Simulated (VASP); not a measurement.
VASP input:

INCAR:
```
SYSTEM = Zr
PREC = Accurate; ENCUT = 400; LREAL = .False.
LASPH = .True.
EDIFF = 1E-6; NELM = 100; ALGO = Normal
LMAXMIX = 4; LMIXTAU = .True.
ISMEAR = 1; SIGMA = 0.1
METAGGA = R2SCAN
IBRION = 2; NSW = 60; ISIF = 3
EDIFFG = -0.01
LWAVE = .False.; LCHARG = .False.
```

### POSCAR
```
Zr
1.0
 -2.7480589182   2.7480589182   1.5428367707
  2.7480589182  -2.7480589182   1.5428367707
  2.7480589182   2.7480589182  -1.5428367707
Zr
2
Cart
  0.0000000000   2.7480589182   0.7714183853
  0.0000000000   0.0000000000   0.0000000000
```

### KPOINTS
```
K-points
0
Gamma
12 12 12
0 0 0
```

POTCAR, in this order: Zr_sv (PBE.64 set). Program: vasp_std.

**Question.** Write an equivalent input for Ansatz.

**Answer.** One equivalent input (not run):
Ansatz 0.2 input:
```yaml
crystal:
  lattice:
    - [-2.7480589, 2.7480589, 1.5428368]
    - [2.7480589, -2.7480589, 1.5428368]
    - [2.7480589, 2.7480589, -1.5428368]
  atoms:
    - { symbol: Zr, position: [0.7500000, 0.2500000, 0.5000000] }
    - { symbol: Zr, position: [0.0000000, 0.0000000, 0.0000000] }
kpoints:
  mp_grid: { grid: [12, 12, 12] }
hamiltonian:
  xc: r2scan
  pseudopotentials: { kind: paw }
scf:
  occupations: { method: methfessel_paxton, width: 0.1 }
  max_iter: 100
relax:
  max_steps: 60
  f_tol: 0.01
  cell: {}
output: { forces: true, stress: true, eigenvalues: true }
```
What does not carry over: each code has its own PAW files, so the cut-off isn't converted (ENCUT is set for VASP's; basis.ecutwfc is left out, and Ansatz then takes the one that its files recommend); Ansatz stops its SCF on the density residual and VASP on the energy change (EDIFF).

The structure was generated: Zr was put into the beta-Sn type (I4_1/amd), which need not be its known phase. This run relaxes it. Symmetry was kept, so distortions that lower it aren't found. The start is the result of an earlier pass.
